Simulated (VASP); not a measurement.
Write the native input for VASP 6.6.1 that does the following.

```
Task                   : relaxation of cell and atoms
Functional             : LDA
Potentials or basis    : VASP PAW LDA potentials, release 64 (Na_pv, La, Mn_pv, Mo_sv, O)
Cutoff                 : 600 eV
k mesh                 : 6 × 6 × 6
Occupations            : fermi-dirac, width 0.05 eV
Spin                   : collinear spin, ferromagnetic start
Starting moments       : [0.0, 0.0, 4.0, 1.0, 0.0, 0.0, 0.0, 0.0, 0.0, 0.0] μB
Further INCAR settings : ALGO = Normal; EDIFF = 1e-06; IBRION = 2; EDIFFG = -0.02; NSW = 40; ISIF = 3
```

The structure of NaLaMnMoO6 lies in POSCAR:

```
NaLaMnMoO6
1.0
    4.7224200000     -2.7368800000      0.0020400000
    4.7224200000      2.7368800000      0.0020400000
   -3.1779600000      0.0000000000      4.4700000000
Na La Mn Mo O
1 1 1 1 6
Direct
    0.2502100000      0.2502100000      0.7445900000
    0.7511700000      0.7511700000      0.2570700000
    0.4991800000      0.4991800000      0.4991700000
    0.0011000000      0.0011000000      0.0011400000
    0.2850300000      0.7810600000      0.2852000000
    0.7810600000      0.2850300000      0.2852000000
    0.2518700000      0.2518700000      0.1877500000
    0.7477700000      0.7477700000      0.8112400000
    0.2188300000      0.7140700000      0.7152500000
    0.7140700000      0.2188300000      0.7152500000
```

The cell was built by a generator and needn't be a form met in nature.

These files were run (other wordings do the same):

INCAR

```
SYSTEM = NaLaMnMoO6
ALGO = Normal
EDIFF = 1E-6
EDIFFG = -0.02
ENCUT = 600
IBRION = 2
ISIF = 3
ISMEAR = -1
ISPIN = 2
KPAR = 4
LASPH = .True.
LCHARG = .False.
LMAXMIX = 6
LORBIT = 11
LREAL = .False.
LWAVE = .False.
MAGMOM = 0 0 4 1 0 0 0 0 0 0
NELM = 120
NSW = 40
PREC = Accurate
SIGMA = 0.05
```

KPOINTS

```
k-points
0
Gamma
  6 6 6
  0 0 0
```

Potentials or basis: VASP PAW LDA potentials, release 64 (Na_pv, La, Mn_pv, Mo_sv, O).

Run with:

```bash
$ cat potpaw_LDA.64/Na_pv/POTCAR potpaw_LDA.64/La/POTCAR potpaw_LDA.64/Mn_pv/POTCAR potpaw_LDA.64/Mo_sv/POTCAR potpaw_LDA.64/O/POTCAR > POTCAR
$ mpirun -np 4 vasp_std > vasp.out
```

It gave:

| Item | Value |
| --- | --- |
| Relaxed volume | 10.76 Å³/atom |
| Relaxed cell | a = 5.329 Å, b = 5.329 Å, c = 5.355 Å, α = 120.07°, β = 120.07°, γ = 60.14° |
| Space group after relaxing (to 0.05 Å) | Cm (No. 8) |
| Energy gained by relaxing | 34.5 meV/atom |
| Ionic steps | 18 |
| Pressure after relaxing | 0.0 GPa |
| Largest force after relaxing | 0.020 eV/Å |
| Band gap on the k mesh | none (metal or under the smearing width) |
| Net moment | 1.14 μB per cell |
| Site moments | Na +0.00; La -0.02; Mn +1.60; Mo -0.48; O +0.01 μB |
| Valence electrons inside the program's atomic spheres | Na 6.03; La 8.57; Mn 11.96; Mo 12.54; O 5.04, 5.03 |

Caveat: a cell with one magnetic atom can't hold antiferromagnetic order, which such compounds often take; semilocal functionals often make such compounds metallic where correlation or magnetic order opens a gap, which also shifts bond lengths.

Wall time 65 min on 4 MPI ranks on Intel(R) Xeon(R) Platinum 8559C (Emerald Rapids) (shared host), peak memory 0.9 GiB a rank.
